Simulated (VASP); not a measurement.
Data:

```
InP
1.0
    0.00000     2.90937     2.90937
    2.90937     0.00000     2.90937
    2.90937     2.90937     0.00000
In P
1 1
Direct
  0.00000   0.00000   0.00000
  0.25000   0.25000   0.25000
```

Method: PBE GGA, VASP's PBE PAW potentials (set 64) (plane waves; VASP). Numerical set-up: 480 eV cut-off, 8×8×8 Γ-centred mesh, Gaussian smearing of 0.050 eV, potentials In_d P.

Unless said otherwise, spin-orbit coupling is left out, though it shifts the bands of the heavy elements here.

Predict the energy per atom (σ→0), pressure, band gap (on the k-mesh) with the smallest direct gap where there is one.

```json
{
 "band gap (on the k-mesh)": "0.83 eV",
 "smallest direct gap (on the k-mesh)": "0.83 eV",
 "energy per atom (σ→0)": "-4.176 eV/atom",
 "pressure": "4.99 GPa"
}
```

Only differences to runs with the same potentials and settings are physical.

The compound is InP in the zinc blende structure. It was relaxed first under an external pressure of 5 GPa.
